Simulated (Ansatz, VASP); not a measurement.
# Cross-check of SiC (Moissanite) between VASP and Ansatz, part 2 of 2

Aim: how closely do two programs agree when they are given the same cell, functional and k mesh? Of the first pair: The cell is taken from a series of runs on this material, whose earlier steps may have relaxed, scaled, displaced or heated it; both programs get it as it stands.

VASP 6.6.1 and Ansatz 0.2.0.

So far: The starting structure; VASP: relaxation of cell and atoms, PBE; Ansatz: relaxation of cell and atoms, PBE; Comparison.

## Step 5: Ansatz: relaxation, PBE

Level of this step: Ansatz beside VASP: Kohn-Sham DFT, plane waves, PBE (Ansatz).

This run makes the geometry at which the two programs are then compared.

The structure compared here is the end of the Ansatz relaxation.

The input, input.yaml:

```yaml
crystal:
  lattice:
    - [2.9859526357, 0.0, 0.0]
    - [-1.4929763179, 2.585910837, 0.0]
    - [0.0, 0.0, 4.8966484496]
  atoms:
    - { symbol: C, position: [0.3333333333, 0.6666666667, 0.3803965535] }
    - { symbol: C, position: [0.6666666667, 0.3333333333, 0.8803965535] }
    - { symbol: Si, position: [0.3333333333, 0.6666666667, 0.0046034465] }
    - { symbol: Si, position: [0.6666666667, 0.3333333333, 0.5046034465] }
kpoints:
  mp_grid: { grid: [12, 12, 6] }
hamiltonian:
  xc: pbe
  pseudopotentials: { kind: paw, azcp: { folder: soft_1 } }
scf:
  occupations: { method: fixed }
output:
  forces: true
  stress: true
  eigenvalues: true
relax:
  adjacent_minimum: "off"
  f_tol: 0.001
  max_steps: 60
  cell: { stress_tol: 0.01, fix: [volume] }
```

On the command line:

```bash
ansatz run input.yaml --threads 4 --pin off --max-ram 16384MiB --backend cpu --events-out ev --progress --plain --runs-dir out
```

Numbers of over 12 decimals in the logs are rounded to 6 here.

Log:

```text
[...]
Crystal: 4 atoms, lattice volume = 37.809 Å³
Basis set: ecut = 420 eV, 713 PW (Γ), exchange–correlation on 40×40×72 points (8 copies of the dense FFT grid, shifted against one another)
Bands: 12, of which v1, the nominal top of the filled ones, is band 8 counted from 1 (7 counted from 0)
Symmetry: 12 space group operations
[...]
k-points: 76 of 864 (time reversal used)
[...]
--- Relaxed structure (4 steps of the walk, 4 accepted, 1 SCFs on fresh bases) ---
[...]
cell:  # Å, volume = 37.8090 Å³
    - [2.986185, 2.886990029149564e-11, 0]
    - [-1.493093, 2.586112, 0]
    - [0, 0, 4.895886]
  atoms:
    - { symbol: C, position: [0.333333, 0.666667, 0.380401] }
    - { symbol: C, position: [0.666667, 0.333333, 0.880401] }
    - { symbol: Si, position: [0.333333, 0.666667, 0.00459856] }
    - { symbol: Si, position: [0.666667, 0.333333, 0.504599] }
[key lines of the parts left out:]
SCF converged after 5 iterations
Free energy (F): -1773.981863 eV
Fermi energy:    10.815641 eV
P = ⅓ Tr σ = 27.6501 GPa (276.501 kbar)
```

## Step 6: VASP: single point, PBE, pair 2

The same cell, functional and mesh now go to VASP, with its own data sets.

The input, INCAR:

```
SYSTEM = SiC
PREC = Accurate
ENCUT = 600
EDIFF = 1E-06
NELM = 120
ISMEAR = 0
SIGMA = 0.01
LREAL = .FALSE.
ALGO = Normal
GGA = PE
NBANDS = 14
LORBIT = 11
LWAVE = .FALSE.
LCHARG = .FALSE.
ISIF = 2
LASPH = .TRUE.
GGA_COMPAT = .FALSE.
EFERMI = MIDGAP
KPAR = 2
```

The input, POSCAR:

```
SiC
1.0
    2.9861851255      0.0000000000      0.0000000000
   -1.4930925628      2.5861121791      0.0000000000
    0.0000000000      0.0000000000      4.8958860208
C Si
2 2
Direct
    0.3333333334      0.6666666668      0.3804014379
    0.6666666668      0.3333333334      0.8804014379
    0.3333333334      0.6666666668      0.0045985621
    0.6666666668      0.3333333334      0.5045985621
```

The input, KPOINTS:

```
Automatic mesh
0
Gamma
12 12 6
0 0 0
```

Potentials, in the order of the species: C and Si (PBE family, release 64).

On the command line:

```bash
mpirun -np 2 vasp_std
```

Log:

```text
[... set-up lines as in an earlier step ...]
 entering main loop
       N       E                     dE             d eps       ncg     rms          rms(c)
DAV:   1     0.338547967762E+02    0.33855E+02   -0.81159E+03  2128   0.116E+03
DAV:   2    -0.311019811148E+02   -0.64957E+02   -0.58947E+02  2926   0.184E+02
DAV:   3    -0.340216805839E+02   -0.29197E+01   -0.29031E+01  2932   0.371E+01
DAV:   4    -0.340458553337E+02   -0.24175E-01   -0.24171E-01  2416   0.408E+00
[...]
DAV:  10    -0.297820214526E+02   -0.23158E-03   -0.70505E-04  2674   0.176E-01    0.560E-02
DAV:  11    -0.297820420754E+02   -0.20623E-04   -0.72340E-05  2476   0.680E-02    0.130E-02
DAV:  12    -0.297820430743E+02   -0.99887E-06   -0.41589E-06  2836   0.141E-02
   1 F= -.29782043E+02 E0= -.29782043E+02  d E =0.000000E+00
```

OUTCAR, selected parts (step 6):

```text
  Total        6.4502355      6.4502355      6.4534378     -0.0000000      0.0000000      0.0000000
  in kB      273.3321794    273.3321794    273.4678788     -0.0000000      0.0000000      0.0000000
  external PRESSURE =     273.3774126 kB  Pullay stress =       0.0000000 kB

 POSITION                                       TOTAL-FORCE (eV/Angst)
 -----------------------------------------------------------------------------------
     -0.00000      1.72407      1.86240         0.000000      0.000000      0.000303
      1.49309      0.86204      4.31035         0.000000     -0.000000      0.000303
     -0.00000      1.72407      0.02251        -0.000000      0.000000     -0.000303
      1.49309      0.86204      2.47046         0.000000     -0.000000     -0.000303
 -----------------------------------------------------------------------------------
    total drift:                                0.000000     -0.000000      0.000195

  FREE ENERGIE OF THE ION-ELECTRON SYSTEM (eV)
  ---------------------------------------------------
  free  energy   TOTEN  =       -29.7820430743 eV

  energy  without entropy=      -29.7820430743  energy(sigma->0) =      -29.78204307

[... 1 part as in an earlier step ...]

[... 2 further parts left out ...]
[key lines of the parts left out:]
E-fermi :  10.3658
```

The run ends at a pressure of 27.34 GPa, with forces up to 3.0e-4 eV/Å.

## Step 7: Differences

What differs besides the data sets and the points named for the pairs above, as far as they apply: fixed occupations in Ansatz, narrow Gaussian smearing in VASP; Ansatz's pressure holds a Pulay correction, VASP's none. Total energies have different zeros and are not compared.

Compared:

| quantity | Ansatz | VASP | difference |
| --- | --- | --- | --- |
| pressure (GPa) | 27.65 | 27.34 | +0.31 |
| gap on the k mesh (eV) | 2.116 | 2.112 | +0.004 |

A gap on the mesh is an upper bound, since the band edges may lie between its points.

## Step 8: Ansatz: relaxation, PBE

This run makes the geometry at which the two programs are then compared. The cell compared in this pair holds 39.49 Å³, against 37.81 Å³ for the pair before.

The structure compared here is the end of the Ansatz relaxation.

input.yaml, the sections that differ from step 5:

```yaml
crystal:
  lattice:
    - [3.0291405403, 0.0, 0.0]
    - [-1.5145702701, 2.6233126595, 0.0]
    - [0.0, 0.0, 4.9694834867]
  atoms:
    - { symbol: C, position: [0.3333333333, 0.6666666667, 0.3804000965] }
    - { symbol: C, position: [0.6666666667, 0.3333333333, 0.8804000965] }
    - { symbol: Si, position: [0.3333333333, 0.6666666667, 0.0045999035] }
    - { symbol: Si, position: [0.6666666667, 0.3333333333, 0.5045999035] }
# kpoints, hamiltonian, scf, output, relax: as in step 5
```

On the command line:

```bash
ansatz run input.yaml --threads 4 --pin off --max-ram 16384MiB --backend cpu --events-out ev --progress --plain --runs-dir out
```

Log:

```text
[...]
Crystal: 4 atoms, lattice volume = 39.489 Å³
Basis set: ecut = 420 eV, 761 PW (Γ), exchange–correlation on 48×48×72 points (8 copies of the dense FFT grid, shifted against one another)
Bands: 12, of which v1, the nominal top of the filled ones, is band 8 counted from 1 (7 counted from 0)
Symmetry: 12 space group operations
[...]
k-points: 76 of 864 (time reversal used)
[...]
--- Relaxed structure (4 steps of the walk, 4 accepted, 1 SCFs on fresh bases) ---
[...]
cell:  # Å, volume = 39.4894 Å³
    - [3.029338, -2.8869319009672886e-11, 0]
    - [-1.514669, 2.623484, 0]
    - [0, 0, 4.968836]
  atoms:
    - { symbol: C, position: [0.333333, 0.666667, 0.380396] }
    - { symbol: C, position: [0.666667, 0.333333, 0.880396] }
    - { symbol: Si, position: [0.333333, 0.666667, 0.00460367] }
    - { symbol: Si, position: [0.666667, 0.333333, 0.504604] }
[key lines of the parts left out:]
SCF converged after 5 iterations
Free energy (F): -1774.202959 eV
Fermi energy:    10.234690 eV
P = ⅓ Tr σ = 14.9298 GPa (149.298 kbar)
```

## Step 9: VASP: single point, PBE, pair 3

The same cell, functional and mesh now go to VASP, with its own data sets.

INCAR is that of step 6.

The input, POSCAR:

```
SiC
1.0
    3.0293380413      0.0000000000      0.0000000000
   -1.5146690206      2.6234837004      0.0000000000
    0.0000000000      0.0000000000      4.9688355259
C Si
2 2
Direct
    0.3333333334      0.6666666668      0.3803963287
    0.6666666668      0.3333333334      0.8803963287
    0.3333333334      0.6666666668      0.0046036713
    0.6666666668      0.3333333334      0.5046036713
```

KPOINTS is that of step 6.

On the command line:

```bash
mpirun -np 2 vasp_std
```

Log:

```text
[... set-up lines as in an earlier step ...]
 entering main loop
       N       E                     dE             d eps       ncg     rms          rms(c)
DAV:   1     0.357950699433E+02    0.35795E+02   -0.80428E+03  2128   0.115E+03
DAV:   2    -0.308836888822E+02   -0.66679E+02   -0.61005E+02  3034   0.184E+02
DAV:   3    -0.339687225276E+02   -0.30850E+01   -0.30697E+01  2890   0.373E+01
DAV:   4    -0.339962770798E+02   -0.27555E-01   -0.27546E-01  2446   0.428E+00
[...]
DAV:  11    -0.300020827438E+02   -0.22563E-04   -0.85926E-05  2452   0.724E-02    0.131E-02
DAV:  12    -0.300020838941E+02   -0.11503E-05   -0.45077E-06  2812   0.150E-02    0.314E-03
DAV:  13    -0.300020843057E+02   -0.41167E-06   -0.23741E-07  1538   0.361E-03
   1 F= -.30002084E+02 E0= -.30002084E+02  d E =0.000000E+00
```

Parts of OUTCAR (step 9):

```text
  Total        3.6174873      3.6174873      3.6204032      0.0000000      0.0000000      0.0000000
  in kB      146.7698573    146.7698573    146.8881600      0.0000000      0.0000000      0.0000000
  external PRESSURE =     146.8092915 kB  Pullay stress =       0.0000000 kB

 POSITION                                       TOTAL-FORCE (eV/Angst)
 -----------------------------------------------------------------------------------
      0.00000      1.74899      1.89013        -0.000000      0.000000      0.000305
      1.51467      0.87449      4.37454         0.000000     -0.000000      0.000305
      0.00000      1.74899      0.02287         0.000000     -0.000000     -0.000305
      1.51467      0.87449      2.50729        -0.000000     -0.000000     -0.000305
 -----------------------------------------------------------------------------------
    total drift:                                0.000000     -0.000000     -0.000222

  FREE ENERGIE OF THE ION-ELECTRON SYSTEM (eV)
  ---------------------------------------------------
  free  energy   TOTEN  =       -30.0020843057 eV

  energy  without entropy=      -30.0020843057  energy(sigma->0) =      -30.00208431

[... 1 part as in an earlier step ...]

[... 2 further parts left out ...]
[key lines of the parts left out:]
E-fermi :   9.8899
```

The run ends at a pressure of 14.68 GPa, with forces up to 3.0e-4 eV/Å.

## Step 10: Side by side

The two programs side by side:

```csv
quantity,Ansatz,VASP,difference
pressure (GPa),14.93,14.68,+0.25
gap on the k mesh (eV),2.196,2.192,+0.004
```

A gap on the mesh is an upper bound, since the band edges may lie between its points.

## Step 11: What came out

| Item | Value |
| --- | --- |
| difference in volume (relaxation of cell and atoms, PBE) | 0.089 % |
| difference in gap on the k mesh (single point, PBE, pair 2) | 0.0041 eV |
| difference in gap on the k mesh (single point, PBE, pair 3) | 0.0039 eV |

**Reading.** The difference in volume is 0.089 % (relaxation of cell and atoms, PBE), within the 1.2 % picked in this series as the mark of a large difference, as far as the stopping tolerances let one tell. 5 further runs of this series are not shown here. How closely two codes agree says nothing of how well the functional describes the real material.

[Lines on the potential files, build, host, timing and source positions are cut from VASP's logs without a mark.]

[Logs are printed without paths, hosts, clocks, repeated set-up lines and the standing remarks that a program may print on its own settings, such as how far it seeks lower states.]

[Hosts, paths, dates, database ids (printed as entryN), source tags and the programs' standing remarks are cut or masked in the printed files.]
